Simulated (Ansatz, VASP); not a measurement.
# Ti16H3C16 (H on TiC(001)) in two plane-wave programs, part 2 of 2

Wanted: the spread between two codes on one cell, functional and k mesh. The structure shown is the end of the VASP relaxation below.

VASP 6.6.1 and Ansatz 0.2.0.

So far: Set-up; VASP: relaxation, PBEsol.

### Step 3. Ansatz: single point, PBEsol

Level of this step: Ansatz beside VASP: Kohn-Sham DFT, plane waves, PBEsol (Ansatz).

Ansatz runs on its default PAW (the set named soft_2) files.

The same cell, functional, mesh and smearing now go to Ansatz, which takes its cutoff from its data sets.

input.yaml

```yaml
crystal:
  lattice:
    - [6.09526045, 0.0, 0.0]
    - [0.0, 6.09526045, 0.0]
    - [0.0, 0.0, 24.215]
  atoms:
    - { symbol: Ti, position: [0.0, 0.0, 0.33037374] }
    - { symbol: Ti, position: [0.0, 0.5, 0.33037374] }
    - { symbol: Ti, position: [0.5, 0.0, 0.33037374] }
    - { symbol: Ti, position: [0.5, 0.5, 0.33037374] }
    - { symbol: Ti, position: [0.25, 0.25, 0.41936816] }
    - { symbol: Ti, position: [0.25, 0.75, 0.41936816] }
    - { symbol: Ti, position: [0.75, 0.25, 0.41936816] }
    - { symbol: Ti, position: [0.75, 0.75, 0.41936816] }
    - { symbol: Ti, position: [0.99949015, 0.00050985, 0.50714695] }
    - { symbol: Ti, position: [0.99949015, 0.49949015, 0.50714695] }
    - { symbol: Ti, position: [0.50050985, 0.00050985, 0.50714695] }
    - { symbol: Ti, position: [0.50050985, 0.49949015, 0.50714695] }
    - { symbol: Ti, position: [0.25, 0.25, 0.59573407] }
    - { symbol: Ti, position: [0.25, 0.75, 0.5961614] }
    - { symbol: Ti, position: [0.75, 0.25, 0.59499275] }
    - { symbol: Ti, position: [0.75, 0.75, 0.59573407] }
    - { symbol: C, position: [0.25, 0.25, 0.33037374] }
    - { symbol: C, position: [0.25, 0.75, 0.33037374] }
    - { symbol: C, position: [0.75, 0.25, 0.33037374] }
    - { symbol: C, position: [0.75, 0.75, 0.33037374] }
    - { symbol: C, position: [0.0, 0.0, 0.41936816] }
    - { symbol: C, position: [0.0, 0.5, 0.41936816] }
    - { symbol: C, position: [0.5, 0.0, 0.41936816] }
    - { symbol: C, position: [0.5, 0.5, 0.41936816] }
    - { symbol: C, position: [0.25, 0.25, 0.50770358] }
    - { symbol: C, position: [0.25, 0.75, 0.50803168] }
    - { symbol: C, position: [0.75, 0.25, 0.50796698] }
    - { symbol: C, position: [0.75, 0.75, 0.50770358] }
    - { symbol: C, position: [0.99912886, 0.00087114, 0.59817774] }
    - { symbol: C, position: [0.99912886, 0.49912886, 0.59817774] }
    - { symbol: C, position: [0.50087114, 0.00087114, 0.59817774] }
    - { symbol: C, position: [0.50087114, 0.49912886, 0.59817774] }
    - { symbol: H, position: [0.25, 0.25, 0.66988704] }
    - { symbol: H, position: [0.25, 0.75, 0.6704712] }
    - { symbol: H, position: [0.75, 0.75, 0.66988704] }
hamiltonian:
  xc: pbesol
  pseudopotentials: { kind: paw }
kpoints:
  mp_grid: { grid: [4, 4, 1] }
scf:
  occupations: { method: methfessel_paxton, width: 0.1 }
  n_extra_bands: 12
efield:
  axis: 3
  dipole_correction: true
  ramp_width: 0.04
output:
  forces: true
  eigenvalues: true
  write_density: true
  write_potential: true
  elf: true
  volumetric_format: npy
```

Started as:

```bash
$ ansatz run input.yaml --threads 8 --pin off --max-ram 18432MiB --backend cpu --events-out ev --progress --plain --runs-dir out
```

Numbers of over 12 decimals in the logs are rounded to 6 here.

The log of the run:

```text
scf.n_extra_bands = 12 over 130 filled bands (N_el = 259.0): the run solves 142 bands
Engine: ansatz 0.2.0, aarch64-unknown-linux-gnu
Pseudopotentials: kind: paw
Pseudopotential: Ti, paw, valence charge 12, recommended cutoff 420 eV (normal), Ti.paw.azcp
Pseudopotential: C, paw, valence charge 4, recommended cutoff 420 eV (normal), C.paw.azcp
Pseudopotential: H, paw, valence charge 1, recommended cutoff 420 eV (normal), H.paw.azcp
Functional definition: PBEsol
  exchange = pbesol_x
  correlation = pbesol_c
Crystal: 35 atoms, lattice volume = 899.641 Å³
Basis set: ecut = 420 eV, 17597 PW (Γ), exchange–correlation on 90×90×324 points (8 copies of the dense FFT grid, shifted against one another)
Bands: 142, of which v1, the nominal top of the filled ones, is band 130 counted from 1 (129 counted from 0)
Symmetry: 8 space group operations
Space group: P4mm (ITA 99), of the structure as read, at distance tolerance 9.7e-5 Å
k-points: 6 of 16
Non-local potential: Ti, projectors of the file, l = 0: 3, l = 1: 2, l = 2: 3, l = 3: 1
Non-local potential: C, projectors of the file, l = 0: 2, l = 1: 2, l = 2: 1
Non-local potential: H, projectors of the file, l = 0: 2, l = 1: 1
PAW form: soft (Blöchl's): semilocal exchange-correlation on the pseudo side does not see the compensation charge
PAW frozen core: Ti, regenerated for the run's functional, and the local potential with it (the file was generated under x = pbe(κ = 0.804, μ = 0.219515), c = pbe(β = 0.066725))
PAW frozen core: C, regenerated for the run's functional, and the local potential with it (the file was generated under x = pbe(κ = 0.804, μ = 0.219515), c = pbe(β = 0.066725))
PAW one-centre angular grid: Ti, 590 points (default); XC on 64 Gauss nodes
PAW one-centre angular grid: C, 110 points (default); XC on 64 Gauss nodes
PAW one-centre angular grid: H, 110 points (default); XC on 64 Gauss nodes
Initial density: superposition of atomic densities (neutral atoms: chi_scale 0, normalization atom), corrected by the library's trained network
Initial wavefunctions: pseudopotential atomic-orbital guess
Functional: x = pbesol(κ = 0.804, μ = 0.123457), c = pbesol(β = 0.046)
SCF iter   1: F=—  HF=-43591.322425 eV  |F-HF|=—  |Δ(HF+E_count)|=         —  Δρ=8.15e-3  dr2=1.37e0  ethr=1.77e-3  p=-0.533 e·Å  D=-1.07e-1 V/Å  ΔV_dip=2.60 eV  dr2_dipole=1.10e-1  V_vac-E_F(+/−)=6.91/4.31 eV  ⟨swp⟩=6.5  Hψ=3904  notcnv=0
efield: sawtooth ramp at fractional position 0.9804 (placed from the atoms, in the widest stretch of the axis that holds none; the zero of the levels goes with the place), width 0.0400; the density the first Hamiltonian is built on has a dipole p = -0.533 e·Å; the dipole correction subtracts the counter field D = -1.07e-1 V/Å, which shifts the + side's vacuum level by +2.60 eV against the − side's; the planar-averaged density in the ramp window peaks in size at 5.3e-5 e/Å³
preconditioner: auto → LDOS  [metal: Δε(μ)=0.012 eV  Ē_g=5.324 eV  σ=0.100 eV  W_gap=0.10  n_scr=156 (ndim 8)  ℏωp=14.2 eV  f_vac=0.564  D(μ)=15.24/eV (n_scr^D=84)  β→1.0]
SCF iter   2: F=—  HF=-43591.163550 eV  |F-HF|=—  |Δ(HF+E_count)|=   1.59e-1  S|Δr|=    0.00e0  Δρ=4.53e-3  dr2=2.75e-1  ethr=5.28e-4  p=-0.538 e·Å  D=-1.08e-1 V/Å  ΔV_dip=2.62 eV  dr2_dipole=2.15e-2  V_vac-E_F(+/−)=6.75/4.13 eV  ⟨swp⟩=2.0  Hψ=1484  notcnv=0  defer=27
SCF iter   3: F=—  HF=-43591.147780 eV  |F-HF|=—  |Δ(HF+E_count)|=   1.58e-2  S|Δr|=    0.00e0  Δρ=2.37e-3  dr2=8.25e-2  ethr=1.06e-4  p=-0.537 e·Å  D=-1.08e-1 V/Å  ΔV_dip=2.62 eV  dr2_dipole=1.52e-3  V_vac-E_F(+/−)=6.75/4.14 eV  ⟨swp⟩=2.2  Hψ=1258  notcnv=0  defer=27
SCF iter   4: F=—  HF=-43591.140931 eV  |F-HF|=—  |Δ(HF+E_count)|=   6.85e-3  S|Δr|=    0.00e0  Δρ=1.42e-3  dr2=3.22e-2  ethr=3.18e-5  p=-0.536 e·Å  D=-1.08e-1 V/Å  ΔV_dip=2.61 eV  dr2_dipole=2.47e-3  V_vac-E_F(+/−)=6.74/4.13 eV  ⟨swp⟩=2.7  Hψ=1216  notcnv=0  defer=27
SCF iter   5: F=—  HF=-43591.138967 eV  |F-HF|=—  |Δ(HF+E_count)|=   1.96e-3  S|Δr|=    0.00e0  Δρ=7.71e-4  dr2=9.60e-3  ethr=1.24e-5  p=-0.535 e·Å  D=-1.08e-1 V/Å  ΔV_dip=2.60 eV  dr2_dipole=1.02e-3  V_vac-E_F(+/−)=6.74/4.13 eV  ⟨swp⟩=2.0  Hψ=1144  notcnv=0  defer=27
SCF iter   6: F=—  HF=-43591.138439 eV  |F-HF|=—  |Δ(HF+E_count)|=   5.28e-4  S|Δr|=    0.00e0  Δρ=2.84e-4  dr2=1.77e-3  ethr=3.70e-6  p=-0.534 e·Å  D=-1.07e-1 V/Å  ΔV_dip=2.60 eV  dr2_dipole=3.53e-4  V_vac-E_F(+/−)=6.73/4.13 eV  ⟨swp⟩=2.2  Hψ=1175  notcnv=0  defer=27
SCF iter   7: F=—  HF=-43591.138332 eV  |F-HF|=—  |Δ(HF+E_count)|=   1.06e-4  S|Δr|=    0.00e0  Δρ=1.03e-4  dr2=1.58e-4  ethr=6.84e-7  p=-0.534 e·Å  D=-1.07e-1 V/Å  ΔV_dip=2.60 eV  dr2_dipole=1.42e-5  V_vac-E_F(+/−)=6.73/4.13 eV  ⟨swp⟩=2.8  Hψ=1224  notcnv=0  defer=27
SCF iter   8: F=—  HF=-43591.138289 eV  |F-HF|=—  |Δ(HF+E_count)|=   4.34e-5  S|Δr|=    0.00e0  Δρ=4.91e-5  dr2=2.88e-5  ethr=6.10e-8  p=-0.534 e·Å  D=-1.07e-1 V/Å  ΔV_dip=2.60 eV  dr2_dipole=5.05e-9  V_vac-E_F(+/−)=6.73/4.13 eV  ⟨swp⟩=2.0  Hψ=1143  notcnv=0  defer=27
SCF iter   9: F=—  HF=-43591.138477 eV  |F-HF|=—  |Δ(HF+E_count)|=   1.88e-4  S|Δr|=    0.00e0  Δρ=2.48e-5  dr2=7.96e-6  ethr=1.11e-8  p=-0.533 e·Å  D=-1.07e-1 V/Å  ΔV_dip=2.60 eV  dr2_dipole=1.90e-7  V_vac-E_F(+/−)=6.73/4.13 eV  ⟨swp⟩=2.0  Hψ=1148  notcnv=0  defer=27
SCF iter  10: F=—  HF=-43591.138478 eV  |F-HF|=—  |Δ(HF+E_count)|=   9.97e-7  S|Δr|=    0.00e0  Δρ=1.02e-5  dr2=1.30e-6  ethr=3.07e-9  p=-0.533 e·Å  D=-1.07e-1 V/Å  ΔV_dip=2.60 eV  dr2_dipole=7.64e-8  V_vac-E_F(+/−)=6.73/4.13 eV  ⟨swp⟩=2.2  Hψ=1102  notcnv=0  defer=27
SCF iter  11: F=-43591.138479 eV  HF=-43591.138479 eV  |F-HF|=1.49e-7  |Δ(HF+E_count)|=   9.25e-7  S|Δr|=    0.00e0  Δρ=3.16e-6  dr2=9.75e-8  ethr=3.86e-11  p=-0.533 e·Å  D=-1.07e-1 V/Å  ΔV_dip=2.60 eV  dr2_dipole=2.60e-11  V_vac-E_F(+/−)=6.73/4.13 eV  ⟨swp⟩=19.3  Hψ=7832  notcnv=0
SCF 1 converged in 11 iterations: F = -43591.138479 eV  dr2 = 9.75e-8
  greatest PAW one-centre occupation: 0.999 electrons in one spin orbital (limit 2), on the Ti atom at site 13 (counted from 0), in its partial waves of l = 0
WARN: The output density's exchange-correlation potential varies sharply where the density is thin. Do not read a vacuum level from v_tot or v_xc, or from such a field of the output density. On a cell that repeats whose density bears no net charge and no dipole along the vacuum's axis use v_es (v_loc + v_h of the components); under efield.dipole_correction with no amplitude use v_es + v_field, which holds any externa [...]
SCF converged after 11 iterations
Stability not checked: this state was not tested for a lower state beside it, because cold or Methfessel-Paxton smearing, or corrected tetrahedra, fill the levels in a way that the test cannot read (fill_not_monotonic; see scf.lower_state_search)
Free energy (F): -43591.138479 eV
Harris-Foulkes:  -43591.138479 eV  (|F-HF|=1.49e-7)
Internal energy: -43591.129295 eV  (E = F + TS)
E sigma→0 (E₀):  -43591.136183 eV
Entropy (-TS):   -0.009184 eV (-0.262 meV/atom)
Fermi energy:    1.710969 eV
Step filling:    the computed levels leave a gap of 0.0096 eV = 0.1 smearing widths at the electron count; against every level under it full and every level over it empty, smearing changes F+E_penalty+E_count by -5.137 meV and its σ→0 estimate by -2.841 meV
Dipole field:    D = -0.107269 V/Å  (p = -0.533315 e·Å, saw-weighted, corrected)
Work function:   Φ+ = 6.7263 eV   Φ− = 4.1288 eV
Levels:          The Fermi level and band energies are counted from a zero that moves with the ramp; work functions are not
--- Per-component energies (eV) ---
  E_band       = -4979.688271
  E_kinetic    = 5797.047788
  E_local      = -288039.514543  (includes V_loc(G=0)·N_el)
  E_nonlocal   = 541.005531
  E_hartree    = 141245.003596
  E_xc         = -2349.751543
  E_vxc        = -2945.199330  (∫ρ·V_xc dr)
  E_paw        = -17860.145145  (= ΣΔE_a)
  E_vpaw       = -2799.758060  (= ΣTr[D̂ρ^β])
  E_aug_tail   = -0.000897  (compensation charges beyond the density's cutoff)
  E_efield     = 0.028604  (sawtooth field / dipole correction)
  E_vefield    = -23.280832  (∫n·V_field dr)
  E_ewald      = 117072.629557
  E_core_change = 2.567757  (= ΣΔE_core)
  E_smearing   = -0.009184  (= −TS)
  E_closure    = -0.000000  (closes the sum)
  Σ components = -43591.138479   (vs F -43591.138479, Δ=0.00e0)
--- Forces (eV/Å), atoms counted from 1 ---
  atom   1  Ti    -0.02516997     0.02516997     1.52881656
  atom   2  Ti    -0.02516997    -0.02516997     1.52881656
  atom   3  Ti     0.02516997     0.02516997     1.52881656
  atom   4  Ti     0.02516997    -0.02516997     1.52881656
  atom   5  Ti    -0.00000000     0.00000000    -0.14437445
  atom   6  Ti    -0.00000000     0.00000000    -0.18476788
  atom   7  Ti     0.00000000     0.00000000     0.05100071
  atom   8  Ti    -0.00000000     0.00000000    -0.14437445
  atom   9  Ti     0.00978919    -0.00978919    -0.00924638
  atom  10  Ti     0.00978919     0.00978919    -0.00924638
  atom  11  Ti    -0.00978919    -0.00978919    -0.00924638
  atom  12  Ti    -0.00978919     0.00978919    -0.00924638
  atom  13  Ti    -0.00000000     0.00000000    -0.04920948
  atom  14  Ti    -0.00000000     0.00000000    -0.01775202
  atom  15  Ti    -0.00000000     0.00000000    -0.01459695
  atom  16  Ti    -0.00000000     0.00000000    -0.04920948
  atom  17  C     -0.00000000    -0.00000000    -0.87969919
  atom  18  C     -0.00000000     0.00000000    -0.77232413
  atom  19  C     -0.00000000    -0.00000000    -0.90047280
  atom  20  C     -0.00000000     0.00000000    -0.87969919
  atom  21  C      0.01360378    -0.01360378    -0.46343839
  atom  22  C      0.01360378     0.01360378    -0.46343839
  atom  23  C     -0.01360378    -0.01360378    -0.46343839
  atom  24  C     -0.01360378     0.01360378    -0.46343839
[...]
atom  28  C     -0.00000000     0.00000000     0.00507635
  atom  29  C     -0.00495863     0.00495863    -0.04611957
  atom  30  C     -0.00495863    -0.00495863    -0.04611957
  atom  31  C      0.00495863     0.00495863    -0.04611957
  atom  32  C      0.00495863    -0.00495863    -0.04611957
  atom  33  H     -0.00000000    -0.00000000    -0.02837180
  atom  34  H     -0.00000000    -0.00000000    -0.02748768
  atom  35  H     -0.00000000    -0.00000000    -0.02837180
  max |Σ_I F_I| component: 1.15e-4 eV/Å
--- Band table (eV; the first three rows and the last of 6) ---
  k-point 0: bands = [... 126 lower, 1.7229, 1.7229, 1.8874, 2.0044, 2.0871, 2.2518, 2.2518, 2.4218, ... 8 higher]
  k-point 1: bands = [... 126 lower, 1.4124, 1.5232, 1.6354, 2.0459, 2.0534, 2.3090, 2.3789, 2.5715, ... 8 higher]
  k-point 2: bands = [... 126 lower, 0.7994, 0.8740, 1.2809, 1.5291, 1.5953, 2.7520, 2.7551, 3.1092, ... 8 higher]
  k-point 5: bands = [... 126 lower, 1.0990, 1.1257, 1.9600, 1.9600, 1.9616, 2.1442, 2.1442, 2.1650, ... 8 higher]
```

Wall time 39 s (8 threads of Arm Neoverse N1, shared host); peak memory 3.2 GiB; 4.6 min of CPU time.

In the SCF lines HF is the Harris–Foulkes energy and dr2 the Hartree energy of the density residual, in eV; the loop may stop once dr2 is under the threshold and the program's other checks hold. Hψ counts applications of the Hamiltonian.

### Step 4. Differences

Known differences besides the potentials themselves: the cutoff is 420 eV in Ansatz and 400 eV in VASP (PREC = Normal, projectors in real space); Ansatz makes its cores anew for this functional, VASP keeps those of its PBE data sets. Total energies have different zeros and are not compared.

Forces on 7 of the 35 atoms, those with the largest forces and the largest differences (eV/Å; atoms numbered as in POSCAR):

```csv
atom,"Ansatz x, y, z","VASP x, y, z"
Ti1,"-0.025, 0.025, 1.529","-0.025, 0.025, 1.516"
Ti2,"-0.025, -0.025, 1.529","-0.025, -0.025, 1.516"
Ti3,"0.025, 0.025, 1.529","0.025, 0.025, 1.516"
Ti4,"0.025, -0.025, 1.529","0.025, -0.025, 1.516"
C17,"0.000, 0.000, -0.880","0.000, 0.000, -0.914"
C19,"0.000, 0.000, -0.900","0.000, 0.000, -0.935"
C20,"0.000, 0.000, -0.880","0.000, 0.000, -0.914"
```

The forces differ by 10.0 meV/Å r.m.s., which is 2.8 % of the r.m.s. force of 0.36 eV/Å (both taken over all components, held atoms included). VASP's last cycles still show a density residual of 3e-03, so its state may not be settled.

### Step 5. Results

```json
{"r.m.s. force difference (single point, PBEsol)": "2.8 % of the r.m.s. force"}
```

What this shows: The r.m.s. force difference is 2.8 % of the r.m.s. force (single point, PBEsol), within the 3 % picked in this series as the mark of a large difference. Such differences can come from data sets, numerical settings and the points named under the comparisons, not from the functional's error against experiment.

[Lines on the potential files, build, host, timing and source positions are cut from VASP's logs without a mark.]

[Logs are printed without paths, hosts, clocks, repeated set-up lines and the standing remarks that a program may print on its own settings, such as how far it seeks lower states.]

[Hosts, paths, dates, database ids (printed as entryN), source tags and the programs' standing remarks are cut or masked in the printed files.]
